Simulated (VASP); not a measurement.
Method: PBE GGA, VASP's PBE PAW potentials (set 64) (plane waves; VASP).

Input for VASP

**INCAR**
```
ALGO = Normal
EDIFF = 1E-6
ENCUT = 520
GGA = PE
ISIF = 2
ISMEAR = 0
LASPH = T
LCHARG = F
LMAXMIX = 6
LREAL = F
LWAVE = F
NELM = 100
PREC = Accurate
SIGMA = 0.05
SYSTEM = PtSe2
```

### KPOINTS
```
Automatic mesh
0
Gamma
6 6 4
0 0 0
```

File POSCAR:
```
PtSe2
1
    1.8151870000    -3.2568990000     0.0000000000
    1.8151870000     3.2568990000     0.0000000000
    0.0000000000     0.0000000000     5.1615400000
Pt Se
1 2
Direct
  0.0000000000   0.0000000000   0.0000000000
  0.3333330000   0.6666670000   0.2550000000
  0.6865150000   0.3531810000   0.7450000000
```

POTCAR, in this order: Pt Se (PBE.64 set). Program: vasp_std.

Q: What will the output report for the number of irreducible k-points (NKPTS), number of bands (NBANDS), largest plane-wave count, number of space-group operations, FFT grid (NGX, NGY, NGZ)?

A: 
| Property | Result |
|---|---|
| number of irreducible k-points (NKPTS) | 76 |
| number of bands (NBANDS) | 15 |
| largest plane-wave count | 1666 |
| number of space-group operations | 1 |
| FFT grid (NGX, NGY, NGZ) | 28 × 28 × 40 |

The compound is PtSe2 in the 1T layered structure. The cell was not relaxed at this level, atoms are displaced from their ideal sites. The k-mesh is coarse (spacing up to 0.33 per Å, 2π included), so the numbers may not be converged in it. The run is one of a series of settings (ENCUT = 520 against the base run), some of them coarse on purpose.
